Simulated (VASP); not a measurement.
Runs of VASP 6.6.1 on Ti. Symmetry: P6_3/mmc, No. 194, hexagonal system. Conventional cell: a = 2.936 Å, b = 2.936 Å, c = 4.641 Å, α = 90.00°, β = 90.00°, γ = 120.00°. Ti (site symmetry -6m2) has 12 Ti at 2.87 to 2.94 Å as nearest neighbours. 

```csv
task,level,potentials or basis,cell,k mesh,cutoff (eV),mesh quality,gap on the mesh (eV),pressure (GPa),relaxed volume (Å³/atom)
relaxation of cell and atoms,PBE+D3(BJ),"VASP PAW PBE potentials, release 64 (Ti_sv)",relaxed,18 × 18 × 10,600,not flagged,none,0.0,16.45
relaxation of cell and atoms,LDA,"VASP PAW LDA potentials, release 64 (Ti_sv)",relaxed,18 × 18 × 10,600,not flagged,none,0.0,16.08
relaxation of cell and atoms,PBEsol,"VASP PAW PBE potentials, release 64 (Ti_sv)",relaxed,6 × 6 × 4,600,coarse,none,0.0,16.67
single point,PBEsol,"VASP PAW PBE potentials, release 64 (Ti_sv)",as given,18 × 18 × 10,520,not flagged,none,-4.1,-
relaxation of cell and atoms,PBEsol,"VASP PAW PBE potentials, release 64 (Ti_sv)",relaxed,18 × 18 × 10,480,not flagged,none,0.0,16.67
relaxation of cell and atoms,PBEsol,"VASP PAW PBE potentials, release 64 (Ti_sv)",relaxed,18 × 18 × 10,600,not flagged,none,0.0,16.68
relaxation of cell and atoms,PBE,"VASP PAW PBE potentials, release 64 (Ti_sv)",relaxed,18 × 18 × 10,600,not flagged,none,0.0,(a)
relaxation of cell and atoms,PBEsol,"VASP PAW PBE potentials, release 64 (Ti)",relaxed,18 × 18 × 10,580,not flagged,none,0.0,(b)
relaxation of cell and atoms,RPBE,"VASP PAW PBE potentials, release 64 (Ti_sv)",relaxed,18 × 18 × 10,600,not flagged,none,0.0,17.85
```

Alike in all rows: no spin polarisation; smearing gaussian 0.1 eV.

**Question.** Estimate the missing entries.

**Answer.** (a) 17.35; (b) 16.54.

Caveats: some runs use coarse meshes; the PAW data sets were made with another functional, which shifts forces and pressure a little (some runs); pairwise dispersion overbinds metals, which lowers pressure and volume (some runs).

A gap of «none» marks a metal or a gap under the smearing width.

The runs don't all hold the same shells in valence.
